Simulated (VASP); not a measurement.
An input for Quantum ESPRESSO's pw.x (written as the equivalent of a VASP run, and not itself run):

```
&CONTROL
  calculation = 'scf'
  pseudo_dir = './pseudo'
  outdir = './out'
  tprnfor = .true.
  tstress = .true.
/
&SYSTEM
  ibrav = 0
  nat = 3
  ntyp = 2
  ecutwfc = 86
  occupations = 'tetrahedra'
  input_dft = 'pbesol'
/
&ELECTRONS
  conv_thr = 7.3e-09
  electron_maxstep = 100
/
ATOMIC_SPECIES
  Ge 72.630 Ge.upf
  Se 78.971 Se.upf
CELL_PARAMETERS angstrom
     0.0000000    3.2346075    3.2346075
     3.2346075    0.0000000    3.2346075
     3.2346075    3.2346075    0.0000000
ATOMIC_POSITIONS crystal
  Ge   0.0000000  1.0000000  0.0000000
  Se   0.2500000  0.2500000  0.2500000
  Se   0.7500000  0.7500000  0.7500000
K_POINTS automatic
  9 9 9 0 0 0
```

**Question.** Write the VASP files for the same calculation (PBEsol).

**Answer.** One answer among several that fit: 
File KPOINTS:
```
Automatic mesh
0
G
  9 9 9
0 0 0
```

File POSCAR:
```
GeSe2
1
    0.0000000000     3.2346075066     3.2346075066
    3.2346075066     0.0000000000     3.2346075066
    3.2346075066     3.2346075066     0.0000000000
Ge Se
1 2
Direct
  0.0000000000   1.0000000000   0.0000000000
  0.2500000000   0.2500000000   0.2500000000
  0.7500000000   0.7500000000   0.7500000000
```

### INCAR
```
! general
SYSTEM   =  GeSe2
PREC     =  Accurate
ENCUT    =  400   ! plane-wave cut-off (eV)
LREAL    =  .FALSE.   ! projection in real space or not
LASPH    =  .TRUE.   ! aspherical one-centre terms

! electronic loop
EDIFF    =  1E-7   ! SCF stop (eV)
NELM     =  100
ALGO     =  Normal
LMAXMIX  =  4

! smearing
ISMEAR   =  -5   ! tetrahedra, Bloechl

! functional
GGA      =  PS   ! PBEsol

! ions
ISIF     =  2

! output
LWAVE    =  .FALSE.
LCHARG   =  .TRUE.
LORBIT   =  11   ! lm-projected
NEDOS    =  601   ! DOS grid

! other
LEFG     =  .TRUE.
```

POTCAR, in this order: Ge_d Se (PBE.64 set). Program: vasp_std.

Limits of the translation: the potentials are each code's own (VASP's PAW set, PseudoDojo norm-conserving files in pw.x), so ENCUT and ecutwfc are chosen apart and not converted; conv_thr bounds pw.x's estimated SCF error, while EDIFF bounds the energy change between steps; the field gradients of LEFG aren't asked of the other code.

The structure was generated: GeSe2 was put into the fluorite type (Fm-3m), which need not be its known phase. It was relaxed first, which changed the volume by +26 %.
